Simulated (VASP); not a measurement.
Here is the system:

```xyz
8
Lattice="2.9058 0.0000 0.0000 -1.4529 2.5165 0.0000 0.0000 0.0000 13.1278" Properties=species:S:1:pos:R:3 pbc="T T T"
Al     0.0000     1.6776     9.8459
Al     1.4529     0.8388     3.2820
V      0.0000     1.6776     1.1213
V      1.4529     0.8388     7.6852
V      1.4529     0.8388    12.0065
V      0.0000     1.6776     5.4426
C      0.0000     0.0000     0.0000
C      0.0000     0.0000     6.5639
```

All values below come from PBE GGA, VASP's PBE PAW potentials (set 64) (plane waves; VASP 6.6.1). Numerical set-up: 500 eV cut-off, Gaussian smearing of 0.050 eV, potentials Al V_sv C.

Task: Give the energies of bands 25 to 38 at the high-symmetry points, in eV from the Fermi level.

Result: 
```tsv
band	Γ	M	K	A	L	H
25	-3.23	-3.50	-2.80	-3.23	-3.38	-2.78
26	-3.23	-3.38	-2.80	-3.23	-3.38	-2.78
27	-2.96	-3.37	-2.71	-2.52	-3.21	-2.44
28	-2.09	-2.90	-2.06	-2.52	-3.21	-2.44
29	-0.88	-2.44	-1.86	-0.71	-2.40	-1.96
30	-0.59	-2.39	-1.86	-0.71	-2.40	-1.96
31	-0.26	-1.52	-1.66	-0.25	-1.51	-1.57
32	-0.26	-1.50	-1.66	-0.25	-1.51	-1.57
33	-0.24	0.71	-1.23	-0.25	0.92	-0.71
34	-0.24	1.03	-0.24	-0.25	0.92	-0.71
35	0.58	1.09	1.08	0.59	1.10	0.97
36	0.58	1.18	1.08	0.59	1.10	0.97
37	0.61	1.75	1.25	0.59	1.76	1.40
38	0.61	1.77	1.25	0.59	1.76	1.40
```

It has no gap at this level: it comes out as a metal or semimetal.

The structure was generated: AlV2C was put into the MAX-211 type (P6_3/mmc), which need not be its known phase. It was relaxed first, which changed the volume by +5 %. The run is not spin-polarised, so no magnetic state was tried.
